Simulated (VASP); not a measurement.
These are PBEsol GGA, VASP's PBE PAW potentials (set 64) (plane waves; VASP) values and carry that method's errors.

VASP ran on this input.

File POSCAR:
```
BBi
1
    0.0000000000     2.4303390043     2.4303390043
    2.4303390043     0.0000000000     2.4303390043
    2.4303390043     2.4303390043     0.0000000000
B Bi
1 1
Direct
  1.0000000000   1.0000000000   1.0000000000
  0.5000000000   0.5000000000   0.5000000000
```

**INCAR**
```
! general
SYSTEM =BBi
PREC   =Accurate
ENCUT  =620
LREAL  =.False.   ! projection in real space or not
LASPH  =.True.

! electronic loop
EDIFF  =1E-6
NELM   =100
ALGO   =Normal   ! blocked Davidson
LMAXMIX=4   ! l cut-off of mixed one-centre charges

! smearing
ISMEAR =1
SIGMA  =0.1

! functional
GGA    =PS

! ions
IBRION =2
NSW    =40   ! most ionic steps
ISIF   =3
EDIFFG =-0.02   ! ionic stop
PSTRESS=300

! output
LWAVE  =.False.
LCHARG =.False.
```

**KPOINTS**
```
Automatic mesh
0
Gamma
13 13 13
0 0 0
```

POTCAR, in this order: B Bi_d (PBE.64 set). Program: vasp_std.

The run wrote:

### OSZICAR
```
       N       E                     dE             d eps       ncg     rms          rms(c)
DAV:   1     0.136423396092E+03    0.13642E+03   -0.11468E+04  2189   0.207E+03
DAV:   2    -0.109488328765E+01   -0.13752E+03   -0.13377E+03  2274   0.419E+02
DAV:   3    -0.900029125495E+01   -0.79054E+01   -0.76879E+01  2824   0.982E+01
DAV:   4    -0.916383733878E+01   -0.16355E+00   -0.16339E+00  2642   0.146E+01
DAV:   5    -0.916872332542E+01   -0.48860E-02   -0.48858E-02  2847   0.236E+00    0.358E+00
DAV:   6    -0.856918523442E+01    0.59954E+00   -0.12008E+00  2784   0.117E+01    0.129E+00
DAV:   7    -0.853628988170E+01    0.32895E-01   -0.20352E-01  2781   0.303E+00    0.568E-01
DAV:   8    -0.853168273352E+01    0.46071E-02   -0.16316E-02  2662   0.202E+00    0.104E-01
DAV:   9    -0.853097984733E+01    0.70289E-03   -0.17736E-03  3025   0.632E-01    0.398E-02
DAV:  10    -0.853092620465E+01    0.53643E-04   -0.40502E-04  2754   0.305E-01    0.125E-02
DAV:  11    -0.853092639364E+01   -0.18899E-06   -0.26760E-05  2821   0.730E-02    0.585E-03
DAV:  12    -0.853092483078E+01    0.15629E-05   -0.11754E-06  1487   0.163E-02    0.504E-04
DAV:  13    -0.853092485711E+01   -0.26335E-07   -0.17539E-07  1307   0.527E-03
   1 F= -.31551479E+01 E0= -.31552448E+01  d E =-.315515E+01
```

OUTCAR:
```
------------------------ aborting loop because EDIFF is reached ----------------------------------------
  FORCE on cell =-STRESS in cart. coord.  units (eV):
  Direction    XX          YY          ZZ          XY          YZ          ZX
  --------------------------------------------------------------------------------------
  Total        5.3669100      5.3669100      5.3669100     -0.0000000     -0.0000000     -0.0000000
  in kB      299.5051762    299.5051762    299.5051762     -0.0000000     -0.0000000     -0.0000000
  external PRESSURE =      -0.4948238 kB  Pullay stress =     300.0000000 kB
  volume of cell :       28.71
      direct lattice vectors                 reciprocal lattice vectors
     0.000000000  2.430339004  2.430339004    -0.205732616  0.205732616  0.205732616
     2.430339004  0.000000000  2.430339004     0.205732616 -0.205732616  0.205732616
     2.430339004  2.430339004  0.000000000     0.205732616  0.205732616 -0.205732616
 POSITION                                       TOTAL-FORCE (eV/Angst)
 -----------------------------------------------------------------------------------
      0.00000      0.00000      0.00000         0.000000     -0.000000     -0.000000
      2.43034      2.43034      2.43034        -0.000000      0.000000      0.000000
 -----------------------------------------------------------------------------------
    total drift:                                0.000000      0.000000      0.000000
  FREE ENERGIE OF THE ION-ELECTRON SYSTEM (eV)
  ---------------------------------------------------
  free  energy   TOTEN  =        -8.5309248571 eV

  energy  without entropy=       -8.5312153962  energy(sigma->0) =       -8.53102170
  enthalpy is  TOTEN    =        -3.1551479334 eV   P V=        5.3757769238

 reached required accuracy - stopping structural energy minimisation
```
(Selected blocks of OUTCAR.)

The structure was generated: BBi was put into the rock salt type (Fm-3m), which need not be its known phase. It was relaxed first under an external pressure of 30 GPa.
